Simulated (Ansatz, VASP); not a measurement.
## Au (Au(110)): VASP beside Ansatz

Wanted: the spread between two codes on one cell, functional and k mesh.

Calculated with Ansatz 0.2.0; plane waves, with VASP 6.6.1 beside it; band structure at PBE.

**1. Set-up**

The cell holds 6 atoms: 6 Au. Its edges and angles: a = 4.080 Å, b = 2.885 Å, c = 25.212 Å, α = 90.0°, β = 90.0°, γ = 90.0°. Vacuum lies along c.

**2. Ansatz: band structure, PBE**

Ansatz runs on its default PAW (the set named soft_2) files.

A single point gives forces, pressure and levels at one fixed geometry, so differences don't come from the geometry; what else differs is listed under the comparison.

File input.yaml:

```yaml
crystal:
  lattice:
    - [4.08, 0.0, 0.0]
    - [0.0, 2.8849956672, 0.0]
    - [0.0, 0.0, 25.2124891681]
  atoms:
    - { symbol: Au, position: [0.5, 0.5, 0.3569659441] }
    - { symbol: Au, position: [0.0, 0.0, 0.4141795665] }
    - { symbol: Au, position: [0.5, 0.5, 0.4713931888] }
    - { symbol: Au, position: [0.0, 0.0, 0.5286068112] }
    - { symbol: Au, position: [0.5, 0.5, 0.5858204335] }
    - { symbol: Au, position: [0.0, 0.0, 0.6430340559] }
hamiltonian:
  xc: pbe
  pseudopotentials: { kind: paw }
kpoints:
  mp_grid: { grid: [12, 18, 1] }
  band_path:
    path:
      - [0.0, 0.0, 0.0]
      - [-0.07692, 0.0, 0.0]
      - [-0.15385, 0.0, 0.0]
      - [-0.26923, 0.0, 0.0]
      - [-0.34615, 0.0, 0.0]
      - [-0.42308, 0.0, 0.0]
      - [-0.5, 0.0, 0.0]
      - [-0.5, -0.07692, 0.0]
      - [-0.5, -0.19231, 0.0]
      - [-0.5, -0.26923, 0.0]
      - [-0.5, -0.34615, 0.0]
      - [-0.5, -0.46154, 0.0]
      - [-0.5, -0.5, 0.0]
      - [-0.42308, -0.5, 0.0]
      - [-0.30769, -0.5, 0.0]
      - [-0.23077, -0.5, 0.0]
      - [-0.11538, -0.5, 0.0]
      - [-0.03846, -0.5, 0.0]
      - [0.0, -0.5, 0.0]
      - [0.0, -0.38462, 0.0]
      - [0.0, -0.30769, 0.0]
      - [0.0, -0.23077, 0.0]
      - [0.0, -0.11538, 0.0]
      - [0.0, -0.03846, 0.0]
      - [-0.03846, -0.03846, 0.0]
      - [-0.11538, -0.11538, 0.0]
      - [-0.19231, -0.19231, 0.0]
      - [-0.30769, -0.30769, 0.0]
      - [-0.38462, -0.38462, 0.0]
      - [-0.5, -0.5, 0.0]
    npoints: 1
scf:
  occupations: { method: fermi_dirac, width: 0.1 }
  n_extra_bands: 9
efield:
  axis: 3
  dipole_correction: true
  ramp_width: 0.04
output:
  forces: true
  eigenvalues: true
```

Started as:

```sh
ansatz run input.yaml --threads 4 --pin off --max-ram 9216MiB --backend cpu --events-out ev --progress --plain --runs-dir out
```

Numbers of over 12 decimals in the logs are rounded to 6 here.

Output:

```text
scf.n_extra_bands = 9 over 57 filled bands (N_el = 114.0): the run solves 66 bands
Engine: ansatz 0.2.0, aarch64-unknown-linux-gnu
Pseudopotentials: kind: paw
Pseudopotential: Au, paw, valence charge 19, recommended cutoff 420 eV (normal), Au.paw.azcp
Functional definition: PBE
  parameter kappa = 0.804
  parameter beta = 0.066725
  exchange = pbe_x(kappa = kappa, mu = beta*pi^2/3)
  correlation = pbe_c(beta = beta)
Crystal: 6 atoms, lattice volume = 296.771 Å³
Basis set: ecut = 420 eV, 5793 PW (Γ), exchange–correlation on 60×40×360 points (8 copies of the dense FFT grid, shifted against one another)
Bands: 66, of which v1, the nominal top of the filled ones, is band 57 counted from 1 (56 counted from 0)
Symmetry: 4 space group operations
k-points: 70 of 216
Non-local potential: Au, projectors of the file, l = 0: 3, l = 1: 2, l = 2: 2, l = 3: 1
PAW form: soft (Blöchl's): semilocal exchange-correlation on the pseudo side does not see the compensation charge
PAW one-centre angular grid: Au, 590 points (default); XC on 64 Gauss nodes
Initial density: superposition of atomic densities (neutral atoms: chi_scale 0, normalization atom), corrected by the library's trained network
Initial wavefunctions: pseudopotential atomic-orbital guess
Functional: x = pbe(κ = 0.804, μ = 0.219515), c = pbe(β = 0.066725)
SCF iter   1: F=—  HF=-78894.534508 eV  |F-HF|=—  |Δ(HF+E_count)|=         —  Δρ=2.15e-3  dr2=1.92e-1  ethr=1.77e-3  p=0.000 e·Å  D=2.78e-14 V/Å  ΔV_dip=-0.00 eV  dr2_dipole=1.56e-8  V_vac-E_F(+/−)=4.59/4.59 eV  ⟨swp⟩=7.8  Hψ=18885  notcnv=0  defer=43
efield: sawtooth ramp at fractional position 0.9800 (placed from the atoms, in the widest stretch of the axis that holds none; the zero of the levels goes with the place), width 0.0400; the density the first Hamiltonian is built on has a dipole p = 0.000 e·Å; the dipole correction subtracts the counter field D = 2.78e-14 V/Å, which shifts the + side's vacuum level by -0.00 eV against the − side's; the planar-averaged density in the ramp window peaks in size at 2.8e-6 e/Å³
preconditioner: auto → LDOS  [metal: Δε(μ)=0.014 eV  Ē_g=7.888 eV  σ=0.100 eV  W_gap=0.03  n_scr=58 (ndim 8)  ℏωp=17.5 eV  f_vac=0.599  D(μ)=1.95/eV (n_scr^D=8)  β→1.0]
SCF iter   2: F=—  HF=-78894.540171 eV  |F-HF|=—  |Δ(HF+E_count)|=   5.66e-3  Δρ=2.09e-3  dr2=4.00e-2  ethr=1.69e-4  p=0.000 e·Å  D=5.93e-6 V/Å  ΔV_dip=-0.00 eV  dr2_dipole=1.22e-8  V_vac-E_F(+/−)=4.98/4.98 eV  ⟨swp⟩=2.3  Hψ=7814  notcnv=0  defer=117
SCF iter   3: F=—  HF=-78894.533263 eV  |F-HF|=—  |Δ(HF+E_count)|=   6.91e-3  Δρ=4.00e-4  dr2=4.14e-4  ethr=3.51e-5  p=-0.000 e·Å  D=-5.21e-7 V/Å  ΔV_dip=0.00 eV  dr2_dipole=6.55e-9  V_vac-E_F(+/−)=4.93/4.93 eV  ⟨swp⟩=2.0  Hψ=7007  notcnv=0  defer=117
SCF iter   4: F=—  HF=-78894.533220 eV  |F-HF|=—  |Δ(HF+E_count)|=   4.30e-5  Δρ=1.60e-4  dr2=8.29e-5  ethr=3.63e-7  p=-0.000 e·Å  D=-8.03e-7 V/Å  ΔV_dip=0.00 eV  dr2_dipole=4.17e-10  V_vac-E_F(+/−)=4.95/4.95 eV  ⟨swp⟩=3.1  Hψ=9584  notcnv=0  defer=117
SCF iter   5: F=—  HF=-78894.533217 eV  |F-HF|=—  |Δ(HF+E_count)|=   3.25e-6  Δρ=3.25e-5  dr2=5.22e-6  ethr=7.27e-8  p=0.000 e·Å  D=1.84e-7 V/Å  ΔV_dip=-0.00 eV  dr2_dipole=2.93e-11  V_vac-E_F(+/−)=4.96/4.96 eV  ⟨swp⟩=2.0  Hψ=7113  notcnv=0  defer=113
SCF iter   6: F=—  HF=-78894.533218 eV  |F-HF|=—  |Δ(HF+E_count)|=   1.27e-6  Δρ=1.20e-5  dr2=4.52e-7  ethr=4.58e-9  p=-0.000 e·Å  D=-1.54e-7 V/Å  ΔV_dip=0.00 eV  dr2_dipole=9.60e-13  V_vac-E_F(+/−)=4.97/4.97 eV  ⟨swp⟩=2.1  Hψ=7026  notcnv=0  defer=113
SCF iter   7: F=-78894.533218 eV  HF=-78894.533218 eV  |F-HF|=4.12e-8  |Δ(HF+E_count)|=   1.66e-7  Δρ=3.85e-6  dr2=8.98e-8  ethr=8.77e-11  p=0.000 e·Å  D=1.07e-7 V/Å  ΔV_dip=-0.00 eV  dr2_dipole=3.60e-13  V_vac-E_F(+/−)=4.97/4.97 eV  ⟨swp⟩=14.9  Hψ=22116  notcnv=0
SCF 1 converged in 7 iterations: F = -78894.533218 eV  dr2 = 8.98e-8
  greatest PAW one-centre occupation: 1.000 electrons in one spin orbital (limit 2), on the Au atom at site 4 (counted from 0), in its partial waves of l = 0
NSCF: frozen V_eff on 30 k-points
efield: sawtooth ramp at fractional position 0.9800 (kept from the solve that this one continues, or follows in the run), width 0.0400; the density the first Hamiltonian is built on has a dipole p = 0.000 e·Å; the dipole correction subtracts the counter field D = 1.07e-7 V/Å, which shifts the + side's vacuum level by -0.00 eV against the − side's; the planar-averaged density in the ramp window peaks in size at 2.1e-6 e/Å³
SCF converged after 7 iterations
Free energy (F): -78894.533218 eV
Harris-Foulkes:  -78894.533218 eV  (|F-HF|=4.12e-8)
Internal energy: -78894.468032 eV  (E = F + TS)
E sigma→0 (E₀):  -78894.500625 eV
Entropy (-TS):   -0.065187 eV (-10.864 meV/atom)
Fermi energy:    3.811904 eV
Dipole field:    D = -0.000001 V/Å  (p = -0.000001 e·Å, saw-weighted, corrected)
Work function:   Φ+ = 4.9673 eV   Φ− = 4.9673 eV
Levels:          The Fermi level and band energies are counted from a zero that moves with the ramp; work functions are not
--- Per-component energies (eV) ---
  E_band       = -3121.344269
  E_kinetic    = 3628.501630
  E_local      = -192596.111373  (includes V_loc(G=0)·N_el)
  E_nonlocal   = 446.752181
  E_hartree    = 94609.419689
  E_xc         = -1365.427654
  E_vxc        = -1647.560803  (∫ρ·V_xc dr)
  E_paw        = -58241.682212  (= ΣΔE_a)
  E_vpaw       = -2171.861806  (= ΣTr[D̂ρ^β])
  E_aug_tail   = 0.008848  (compensation charges beyond the density's cutoff)
  E_efield     = 0.000000  (sawtooth field / dipole correction)
  E_vefield    = 0.000000  (∫n·V_field dr)
  E_ewald      = 74624.070859
  E_smearing   = -0.065187  (= −TS)
  E_closure    = -0.000000  (closes the sum)
  Σ components = -78894.533218   (vs F -78894.533218, Δ=0.00e0)
--- Forces (eV/Å), atoms counted from 1 ---
  atom   1  Au     0.00000000     0.00000000    -0.03619267
  atom   2  Au     0.00000000     0.00000000    -0.73689496
  atom   3  Au     0.00000000     0.00000000     0.07539021
  atom   4  Au     0.00000000     0.00000000    -0.07537838
  atom   5  Au     0.00000000     0.00000000     0.73689801
  atom   6  Au     0.00000000     0.00000000     0.03618894
  max |Σ_I F_I| component: 1.11e-5 eV/Å
--- Band table (eV; the first three rows and the last of 70) ---
  k-point 0: bands = [... 53 lower, 1.8330, 1.9804, 2.0128, 2.2264, 3.3143, 5.4415, 6.0572, 7.6185, ... 5 higher]
  k-point 1: bands = [... 53 lower, 1.7788, 2.0051, 2.1015, 2.1283, 3.3638, 5.5141, 6.2696, 7.6893, ... 5 higher]
  k-point 2: bands = [... 53 lower, 1.6429, 1.9579, 2.0584, 2.1920, 3.5100, 5.7227, 6.8348, 7.8896, ... 5 higher]
  k-point 69: bands = [... 53 lower, 2.1517, 4.1123, 4.1123, 6.4138, 6.4138, 7.0120, 7.0120, 7.2167, ... 5 higher]
```

Wall time 45 s (4 threads of Arm Neoverse V1, shared host); peak memory 1.4 GiB.

Reading the cycles: dr2 is the Hartree energy of the density residual (eV), the measure of convergence; HF is the Harris–Foulkes estimate of the energy, which meets the free energy F at convergence.

**3. VASP: band structure, PBE**

The same cell, functional, mesh and smearing now go to VASP, with its own data sets and cutoff.

Lines of VASP's logs that name or quote its potential files are left out, and so is its time.

File INCAR:

```
SYSTEM = Au
PREC = Normal
ENCUT = 300
EDIFF = 1E-06
NELM = 120
ISMEAR = -1
SIGMA = 0.1
LREAL = .FALSE.
ALGO = Fast
GGA = PE
NBANDS = 50
LORBIT = 11
LWAVE = .FALSE.
LCHARG = .TRUE.
IDIPOL = 3
LDIPOL = .TRUE.
DIPOL = 0.5 0.5 0.5
LVHAR = .TRUE.
LVACPOTAV = .TRUE.
LELF = .TRUE.
NEDOS = 1500
```

File POSCAR:

```
Au
1.0
    4.0800000000      0.0000000000      0.0000000000
    0.0000000000      2.8849956672      0.0000000000
    0.0000000000      0.0000000000     25.2124891681
Au
6
Direct
    0.5000000000      0.5000000000      0.3569659441
    0.0000000000      0.0000000000      0.4141795665
    0.5000000000      0.5000000000      0.4713931888
    0.0000000000      0.0000000000      0.5286068112
    0.5000000000      0.5000000000      0.5858204335
    0.0000000000      0.0000000000      0.6430340559
```

File KPOINTS:

```
Automatic mesh
0
Gamma
12 18 1
0 0 0
```

File KPOINTS_OPT:

```
Line mode
14
Line-mode
Reciprocal
  0.00000000   0.00000000   0.00000000 GAMMA
 -0.50000000   0.00000000   0.00000000 X

 -0.50000000   0.00000000   0.00000000 X
 -0.50000000  -0.50000000   0.00000000 S

 -0.50000000  -0.50000000   0.00000000 S
  0.00000000  -0.50000000   0.00000000 Y

  0.00000000  -0.50000000   0.00000000 Y
  0.00000000   0.00000000   0.00000000 GAMMA

  0.00000000   0.00000000   0.00000000 GAMMA
 -0.50000000  -0.50000000   0.00000000 S
```

Potentials, in the order of the species: Au (PBE family, release 64).

Started as:

```sh
mpirun -np 2 vasp_std
```

Output:

```text
[banner, memory and clock lines left out]
running    2 mpi-ranks, on    1 nodes
 distrk:  each k-point on    2 cores,    1 groups
 distr:  one band on    1 cores,    2 groups

 POSCAR found type information on POSCAR Au
 POSCAR found :  1 types and       6 ions
 LDA part: xc-table for (Slater+PW92), standard interpolation
 POSCAR, INCAR and KPOINTS ok, starting setup
 FFT: planning ... GRIDC
 FFT: planning ... GRID_SOFT
 FFT: planning ... GRID
 WAVECAR not read
 entering main loop
       N       E                     dE             d eps       ncg     rms          rms(c)
DAV:   1     0.319536009226E+03    0.31954E+03   -0.21617E+04  7216   0.721E+02
DAV:   2    -0.656398799854E+01   -0.32610E+03   -0.29888E+03  8220   0.195E+02
DAV:   3    -0.192719435211E+02   -0.12708E+02   -0.12476E+02  8106   0.382E+01
DAV:   4    -0.194195370650E+02   -0.14759E+00   -0.14750E+00  8278   0.437E+00
DAV:   5    -0.194220229783E+02   -0.24859E-02   -0.24857E-02  8072   0.569E-01    0.193E+01
RMM:   6    -0.180529129291E+02    0.13691E+01   -0.32709E+00  7437   0.797E+00    0.133E+01
RMM:   7    -0.180378855139E+02    0.15027E-01   -0.88553E-01  7179   0.360E+00    0.407E+00
RMM:   8    -0.179658365765E+02    0.72049E-01   -0.26777E-01  7853   0.191E+00    0.152E+00
RMM:   9    -0.179451121454E+02    0.20724E-01   -0.24035E-02  7394   0.664E-01    0.299E-01
RMM:  10    -0.179447019089E+02    0.41024E-03   -0.24298E-03  7750   0.210E-01    0.879E-02
RMM:  11    -0.179447722039E+02   -0.70295E-04   -0.24647E-04  8134   0.628E-02    0.475E-02
RMM:  12    -0.179448199250E+02   -0.47721E-04   -0.48958E-05  8476   0.298E-02    0.153E-02
WARNING in EDDRMM: call to ZHEGV failed, returncode =   8  4     25
RMM:  13    -0.179448237254E+02   -0.38005E-05   -0.10597E-05  8411   0.130E-02    0.808E-03
RMM:  14    -0.179448405427E+02   -0.16817E-04   -0.38251E-06  7215   0.727E-03    0.346E-03
RMM:  15    -0.179448402998E+02    0.24290E-06   -0.11349E-06  6086   0.384E-03
|                                                                             |
|           W    W    AA    RRRRR   N    N  II  N    N   GGGG   !!!           |
|           W    W   A  A   R    R  NN   N  II  NN   N  G    G  !!!           |
|           W    W  A    A  R    R  N N  N  II  N N  N  G       !!!           |
|           W WW W  AAAAAA  RRRRR   N  N N  II  N  N N  G  GGG   !            |
|           WW  WW  A    A  R   R   N   NN  II  N   NN  G    G                |
|           W    W  A    A  R    R  N    N  II  N    N   GGGG   !!!           |
|                                                                             |
|     Did not find any points to average over, which means that no vacuum     |
|     field-free region was found. Please increase the size of  your cell     |
|     in the dimension of the dipole correction to obtain accurate            |
|     workfunction values.                                                    |
|                                                                             |

   1 F= -.17944840E+02 E0= -.17912346E+02  d E =-.649892E-01
 Start KPOINTS_OPT (optional k-point list driver)
k-point batch [1-70\70]
       N       E                     dE             ncg
DAV:   1     0.571255374183E+04   -0.77615E+05     7320
DAV:   2    -0.170507380786E+05   -0.22763E+05     8280
DAV:   3    -0.178651601483E+05   -0.81442E+03     8078
DAV:   4    -0.178750880745E+05   -0.99279E+01     8388
DAV:   5    -0.178752730207E+05   -0.18495E+00     8060
DAV:   6    -0.178752795736E+05   -0.65529E-02     8474
DAV:   7    -0.178752798072E+05   -0.23360E-03     7850
DAV:   8    -0.178752798164E+05   -0.91735E-05     6104
DAV:   9    -0.178752798172E+05   -0.84600E-06     4736
```

(Part 1 of 2 ends here.)

[Lines on the potential files, build, host, timing and source positions are cut from VASP's logs without a mark.]

[Logs are printed without paths, hosts, clocks, repeated set-up lines and the standing remarks that a program may print on its own settings, such as how far it seeks lower states.]

[Hosts, paths, dates, database ids (printed as entryN), source tags and the programs' standing remarks are cut or masked in the printed files.]
